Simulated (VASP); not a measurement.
Method: PBEsol GGA, VASP's PBE PAW potentials (set 64) (plane waves; VASP).

Input for VASP

**POSCAR**
```
Nb
2.8993780
  0.0000000000   1.0000000937   1.0000000937
  1.0000000937   0.0000000000   1.0000000937
  1.0000000937   1.0000000937   0.0000000000
Nb
2
Cart
  1.5000001406   1.5000001406   1.5000001406
  1.0000000937   1.0000000937   1.0000000937
```

### KPOINTS
```
Automatic mesh
0
Gamma
12 12 12
0 0 0
```

INCAR:
```
SYSTEM = Nb
PREC = Accurate; ENCUT = 400; LREAL = .False.
LASPH = .True.
EDIFF = 1E-7; NELM = 100; ALGO = Normal
LMAXMIX = 4
ISMEAR = -5
GGA = PS
ISIF = 2
LWAVE = .False.; LCHARG = .True.; LORBIT = 11
NEDOS = 601
```

POTCAR, in this order: Nb_sv (PBE.64 set). Program: vasp_std.

The run wrote:

OSZICAR:
```
       N       E                     dE             d eps       ncg     rms          rms(c)
DAV:   1     0.248183137573E+03    0.24818E+03   -0.13754E+04  2528   0.129E+03
DAV:   2     0.239725844006E+01   -0.24579E+03   -0.24309E+03  3132   0.504E+02
DAV:   3    -0.158563874616E+02   -0.18254E+02   -0.17807E+02  4687   0.943E+01
DAV:   4    -0.166615530629E+02   -0.80517E+00   -0.79662E+00  3115   0.191E+01
DAV:   5    -0.167205443253E+02   -0.58991E-01   -0.58917E-01  4267   0.432E+00    0.922E+00
DAV:   6    -0.165654504392E+02    0.15509E+00   -0.52324E-01  3535   0.718E+00    0.404E+00
DAV:   7    -0.165710008749E+02   -0.55504E-02   -0.14072E-01  4308   0.387E+00    0.120E+00
DAV:   8    -0.165771225644E+02   -0.61217E-02   -0.35589E-02  3790   0.159E+00    0.164E-01
DAV:   9    -0.165767358156E+02    0.38675E-03   -0.31985E-03  3630   0.397E-01    0.162E-01
DAV:  10    -0.165768169399E+02   -0.81124E-04   -0.37092E-04  3151   0.225E-01    0.161E-02
DAV:  11    -0.165768202799E+02   -0.33400E-05   -0.25515E-05  3870   0.327E-02    0.451E-03
DAV:  12    -0.165768186082E+02    0.16717E-05   -0.13777E-06  3366   0.137E-02    0.259E-03
DAV:  13    -0.165768184335E+02    0.17478E-06   -0.53330E-08  2083   0.261E-03    0.484E-04
DAV:  14    -0.165768184820E+02   -0.48575E-07   -0.15405E-08  1565   0.171E-03
   1 F= -.16576818E+02 E0= -.16576818E+02  d E =0.000000E+00
```

### OUTCAR
```
------------------------ aborting loop because EDIFF is reached ----------------------------------------
  FORCE on cell =-STRESS in cart. coord.  units (eV):
  Direction    XX          YY          ZZ          XY          YZ          ZX
  --------------------------------------------------------------------------------------
  Total       -0.0747013     -0.0747013     -0.0747013      0.0000000      0.0000000      0.0000000
  in kB       -2.4552394     -2.4552394     -2.4552394      0.0000000      0.0000000      0.0000000
  external PRESSURE =      -2.4552394 kB  Pullay stress =       0.0000000 kB
  volume of cell :       48.75
      direct lattice vectors                 reciprocal lattice vectors
     0.000000000  2.899378272  2.899378272    -0.172450765  0.172450765  0.172450765
     2.899378272  0.000000000  2.899378272     0.172450765 -0.172450765  0.172450765
     2.899378272  2.899378272  0.000000000     0.172450765  0.172450765 -0.172450765
 POSITION                                       TOTAL-FORCE (eV/Angst)
 -----------------------------------------------------------------------------------
      4.34907      4.34907      4.34907        -0.000000     -0.000000     -0.000000
      2.89938      2.89938      2.89938         0.000000      0.000000      0.000000
 -----------------------------------------------------------------------------------
    total drift:                                0.000000      0.000000      0.000000
  FREE ENERGIE OF THE ION-ELECTRON SYSTEM (eV)
  ---------------------------------------------------
  free  energy   TOTEN  =       -16.5768184820 eV

  energy  without entropy=      -16.5768184820  energy(sigma->0) =      -16.57681848

 total charge

# of ion       s       p       d       tot
------------------------------------------
    1        2.250   5.901   2.893  11.045
    2        2.250   5.901   2.893  11.045
--------------------------------------------------
tot          4.500  11.802   5.787  22.090
```
(Selected blocks of OUTCAR.)

OUTCAR:
```
 val. band max:        7.1530358204   @ k =  -0.3333   0.3333   0.1667

 cond. band min:       7.0984410850   @ k =   0.5000   0.3333   0.0833


 Fermi energy:         7.1933887436

 k-point     1 :       0.0000    0.0000    0.0000
  band No.  band energies     occupation
      1     -47.2762      2.00000
      2     -46.4461      2.00000
      3     -23.7368      2.00000
      4     -23.7368      2.00000
      5     -23.7368      2.00000
      6     -22.4485      2.00000
      7     -22.4485      2.00000
      8     -22.4485      2.00000
      9       2.6091      2.00000
     10       5.5454      2.00000
     11       5.5454      2.00000
     12       6.6115      2.00000
     13       6.6115      2.00000
     14       6.6115      2.00000
     15       9.1792      0.00000
     16       9.1792      0.00000
     17       9.1792      0.00000

 k-point     2 :       0.0833    0.0000    0.0000
  band No.  band energies     occupation
      1     -47.2661      2.00000
      2     -46.4572      2.00000
      3     -23.7486      2.00000
      4     -23.7486      2.00000
      5     -23.7369      2.00000
      6     -22.4481      2.00000
      7     -22.4355      2.00000
      8     -22.4355      2.00000
      9       2.7337      2.00000
     10       5.4797      2.00000
     11       5.4797      2.00000
     12       6.5993      2.00000
     13       6.7357      2.00000
     14       6.7357      2.00000
     15       8.9726      0.00000
     16       9.1501      0.00000
     17       9.1501      0.00000

 k-point     3 :       0.1667    0.0000    0.0000
  band No.  band energies     occupation
      1     -47.2369      2.00000
      2     -46.4889      2.00000
      3     -23.7797      2.00000
      4     -23.7797      2.00000
      5     -23.7374      2.00000
      6     -22.4464      2.00000
      7     -22.4010      2.00000
      8     -22.4010      2.00000
      9       3.0905      2.00000
     10       5.3805      2.00000
     11       5.3805      2.00000
...
```

For a metal the tetrahedron method with Blöchl corrections gives inexact stress and forces.

The structure was generated: Nb was put into the diamond type (Fd-3m), which need not be its known phase. It was relaxed first.
